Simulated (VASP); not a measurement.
Input:

```
CELL_PARAMETERS angstrom
      4.27341     0.00000     0.00000
      0.00000     4.27341     0.00000
      0.00000     0.00000    12.14769
ATOMIC_POSITIONS crystal
  Pb 0.00000 0.00000 0.25484
  Pb 0.00000 0.00000 0.74516
  Pb 0.50000 0.50000 0.00000
  Pb 0.50000 0.50000 0.50000
  Se 0.50000 0.50000 0.25119
  Se 0.50000 0.50000 0.74881
  Se 0.00000 0.00000 0.00000
  S  0.00000 0.00000 0.50000
```

The numbers are results of PBEsol GGA, VASP's PBE PAW potentials (set 64) (plane waves; VASP 6.6.1), not measurements. Run with 400 eV cut-off, 6×6×2 Γ-centred mesh, tetrahedra with Blöchl corrections, potentials Pb_d Se S.

The cores are frozen, which limits the accuracy of field gradients.

Problem. Give the principal components of the electric field gradient (V/Å²) and the asymmetry η at each nucleus.

Solution. 
```csv
atom,Vxx,Vyy,Vzz,η
Pb1,-31.7,-31.7,63.5,0.00
Pb2,-31.7,-31.7,63.5,0.00
Pb3,-31.5,-31.5,62.9,0.00
Pb4,47.1,47.1,-94.2,0.00
Se5,1.5,1.5,-3.0,0.00
Se6,1.5,1.5,-3.0,0.00
Se7,2.2,2.2,-4.4,0.00
S8,-1.1,-1.1,2.1,0.00
```

The structure comes from a computed database's Pb4Se3S entry (P4/mmm); how it stands against other phases isn't given here. It was relaxed first.
